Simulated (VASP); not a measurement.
Consider the following.

```
Li2Se
1.0
    0.00000     3.06609     2.96186
    3.06837     0.00000     2.96186
    3.06837     3.06609     0.00000
Li Se
2 1
Direct
  0.25000   0.25000   0.25000
  0.75000   0.75000   0.75000
  0.98842   0.01158   0.01158
```

Level of theory: PW91 GGA, VASP's PBE PAW potentials (set 64) (plane waves; VASP 6.6.1). Numerical set-up: 520 eV cut-off, 6×6×6 Γ-centred mesh, Gaussian smearing of 0.050 eV, potentials Li_sv Se.

Question: What does the run give for the energy per atom (σ→0), largest force?

Answer: 
```json
{
  "energy per atom (σ→0)": "-3.729 eV/atom",
  "largest_force": "0.00405 Ha/bohr"
}
```

Total energies compare only between runs with the same potentials, cut-off and functional.

The compound is Li2Se in the antifluorite structure. The cell was not relaxed at this level, atoms are displaced from their ideal sites. The run is one of a series of settings (GGA = 91 against the base run), some of them coarse on purpose.
